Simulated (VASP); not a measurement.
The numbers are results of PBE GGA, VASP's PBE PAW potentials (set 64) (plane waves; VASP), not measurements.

Input for VASP

INCAR:
```
ALGO  =  Normal
EDIFF  =  1E-6
ENCUT  =  300
GGA  =  PE
ISIF  =  2
ISMEAR  =  -1
ISPIN  =  2
LASPH  =  .TRUE.
LCHARG  =  .FALSE.
LMAXMIX  =  6
LORBIT  =  11
LREAL  =  .FALSE.
LWAVE  =  .FALSE.
MAGMOM  =  2.0 2.0
NELM  =  100
PREC  =  Accurate
SIGMA  =  0.05
SYSTEM  =  Pr
```

### POSCAR
```
Pr
11.8883360
  0.3079588262   0.0000000000   0.0000000000
 -0.1539794131   0.2667001505   0.0000000000
  0.0000000000   0.0000000000   0.5000000000
Pr
2
Cartesian
 -0.0000001540   0.1778001892   0.1250000000
  0.1539795671   0.0888999613   0.3750000000
```

File KPOINTS:
```
kpoints
0
Gamma
14 14 8
```

POTCAR, in this order: Pr (PBE.64 set). Program: vasp_std.

At this cut-off the stress carries a Pulay error, which pulls relaxed volumes low.

Problem. What does the run give for the energy per atom (σ→0), cell moment, pressure, band gap (on the k-mesh)?

Solution. 
```yaml
energy per atom (σ→0): -5393 meV/atom
cell_moment: 5.70 μB
band gap (on the k-mesh): none (metal, semimetal or under 0.01 eV)
pressure: -1.65 GPa
```

**OSZICAR**
```
...
DAV:  59    -0.108591056372E+02   -0.60774E-06   -0.10997E-05  9408   0.184E-02    0.194E-02
DAV:  60    -0.108591068341E+02   -0.11969E-05   -0.90778E-06  9287   0.172E-02    0.141E-02
DAV:  61    -0.108591035822E+02    0.32519E-05   -0.12889E-05 11934   0.241E-02    0.302E-03
DAV:  62    -0.108591047807E+02   -0.11985E-05   -0.77566E-06  9437   0.226E-02    0.219E-03
DAV:  63    -0.108591059175E+02   -0.11367E-05   -0.57762E-06  7545   0.147E-02    0.204E-03
DAV:  64    -0.108591080615E+02   -0.21440E-05   -0.50819E-06  7151   0.180E-02    0.162E-03
DAV:  65    -0.108591080875E+02   -0.25987E-07   -0.47098E-06  7058   0.103E-02
   1 F= -.10859108E+02 E0= -.10786987E+02  d E =-.144243E+00  mag=     5.7012
```

The structure was generated: Pr was put into an ordered model structure, which need not be its known phase. The cell was not relaxed at this level. The run is one of a series of settings (SIGMA = 0.05 against the base run), some of them coarse on purpose. VASP warned that the highest band is occupied, so more bands are needed.
